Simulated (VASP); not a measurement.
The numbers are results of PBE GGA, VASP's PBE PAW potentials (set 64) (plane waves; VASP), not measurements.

The input files of a VASP run:

**INCAR**
```
SYSTEM = Zn
PREC = Accurate
ENCUT = 400
EDIFF = 1E-6
NELM = 100
ALGO = Normal
LREAL = .FALSE.
LASPH = .TRUE.
ISMEAR = 1
SIGMA = 0.1
GGA = PE
LMAXMIX = 4
LWAVE = .FALSE.
LCHARG = .FALSE.
ISIF = 2
```

POSCAR:
```
Zn
1.0
  1.3300000000  -2.3036280000   0.0000000000
  1.3300000000   2.3036280000   0.0000000000
  0.0000000000   0.0000000000   4.9500000000
Zn
2
Cart
  1.3300000000   0.7678775358   1.2375000000
  1.3300000000  -0.7678775358   3.7125000000
```

### KPOINTS
```
kpoints
0
gamma
 12 12 6
```

POTCAR, in this order: Zn (PBE.64 set). Program: vasp_std.

The run wrote:

**OUTCAR**
```
 ion  position               nearest neighbor table
   1  0.333  0.667  0.250-   2 2.91   2 2.91   2 2.91   2 2.91   2 2.91   2 2.91
   2  0.667  0.333  0.750-   1 2.91   1 2.91   1 2.91   1 2.91   1 2.91   1 2.91
  LATTYP: Found a hexagonal cell.
 ALAT       =     2.6600003689
 C/A-ratio  =     1.8609019976
 Subroutine PRICEL returns:
 Original cell was already a primitive cell.
 Subroutine GETGRP returns: Found 24 space group operations
The static configuration has the point symmetry D_3d.
 The point group associated with its full space group is D_6h.
The dynamic configuration has the point symmetry D_3d.
 Subroutine INISYM returns: Found 24 space group operations
 Subroutine IBZKPT returns following result:
 Found     76 irreducible k-points:

 Following reciprocal coordinates:
            Coordinates               Weight
  0.000000  0.000000  0.000000      1.000000
  0.083333 -0.000000  0.000000      6.000000
  0.166667 -0.000000  0.000000      6.000000
  0.250000 -0.000000  0.000000      6.000000
  0.333333 -0.000000  0.000000      6.000000
  0.416667 -0.000000  0.000000      6.000000
  0.500000 -0.000000  0.000000      3.000000
  0.083333  0.083333  0.000000      6.000000
  0.166667  0.083333  0.000000     12.000000
  0.250000  0.083333  0.000000     12.000000
  0.333333  0.083333  0.000000     12.000000
  0.416667  0.083333  0.000000     12.000000
  0.166667  0.166667  0.000000      6.000000
  0.250000  0.166667  0.000000     12.000000
  0.333333  0.166667  0.000000     12.000000
  0.416667  0.166667  0.000000      6.000000
  0.250000  0.250000  0.000000      6.000000
  0.333333  0.250000  0.000000     12.000000
  0.333333  0.333333  0.000000      2.000000
  0.000000  0.000000  0.166667      2.000000
  0.083333 -0.000000  0.166667     12.000000
  0.166667 -0.000000  0.166667     12.000000
...
```

**OSZICAR**
```
       N       E                     dE             d eps       ncg     rms          rms(c)
DAV:   1     0.836470188847E+02    0.83647E+02   -0.11097E+04  2496   0.201E+03
DAV:   2    -0.312899747828E+00   -0.83960E+02   -0.83068E+02  2488   0.270E+02
DAV:   3    -0.240422921428E+01   -0.20913E+01   -0.20885E+01  3104   0.534E+01
DAV:   4    -0.240952073348E+01   -0.52915E-02   -0.52914E-02  2888   0.269E+00
DAV:   5    -0.240952908530E+01   -0.83518E-05   -0.83514E-05  3000   0.878E-02    0.403E+00
DAV:   6    -0.221227212079E+01    0.19726E+00   -0.97860E-01  2552   0.220E+01    0.302E+00
DAV:   7    -0.220302612027E+01    0.92460E-02   -0.29808E-02  3064   0.322E+00    0.156E+00
DAV:   8    -0.219845177625E+01    0.45743E-02   -0.17734E-03  3344   0.701E-01    0.472E-02
DAV:   9    -0.219845551146E+01   -0.37352E-05   -0.26626E-04  3344   0.247E-01    0.335E-02
DAV:  10    -0.219845809186E+01   -0.25804E-05   -0.25918E-05  2736   0.724E-02    0.258E-03
DAV:  11    -0.219845787103E+01    0.22083E-06   -0.12927E-07  1704   0.420E-03
   1 F= -.21984579E+01 E0= -.21986298E+01  d E =0.515889E-03
```

### OUTCAR
```
------------------------ aborting loop because EDIFF is reached ----------------------------------------
  FORCE on cell =-STRESS in cart. coord.  units (eV):
  Direction    XX          YY          ZZ          XY          YZ          ZX
  --------------------------------------------------------------------------------------
  Total       -0.4262889     -0.4262890      0.7774919      0.0000000      0.0000000     -0.0000000
  in kB      -22.5172521    -22.5172605     41.0683514      0.0000000      0.0000000     -0.0000000
  external PRESSURE =      -1.3220537 kB  Pullay stress =       0.0000000 kB
  volume of cell :       30.33
      direct lattice vectors                 reciprocal lattice vectors
     1.330000000 -2.303628000  0.000000000     0.375939850 -0.217048933  0.000000000
     1.330000000  2.303628000  0.000000000     0.375939850  0.217048933  0.000000000
     0.000000000  0.000000000  4.950000000     0.000000000  0.000000000  0.202020202
 POSITION                                       TOTAL-FORCE (eV/Angst)
 -----------------------------------------------------------------------------------
      1.33000      0.76788      1.23750         0.000000      0.000000      0.000000
      1.33000     -0.76788      3.71250        -0.000000     -0.000000      0.000000
 -----------------------------------------------------------------------------------
    total drift:                                0.000000      0.000073      0.000003
  FREE ENERGIE OF THE ION-ELECTRON SYSTEM (eV)
  ---------------------------------------------------
  free  energy   TOTEN  =        -2.1984578710 eV

  energy  without entropy=       -2.1989737603  energy(sigma->0) =       -2.19862983
```
(Selected blocks of OUTCAR.)

The compound is Zn in the hcp structure. The cell was not relaxed at this level.
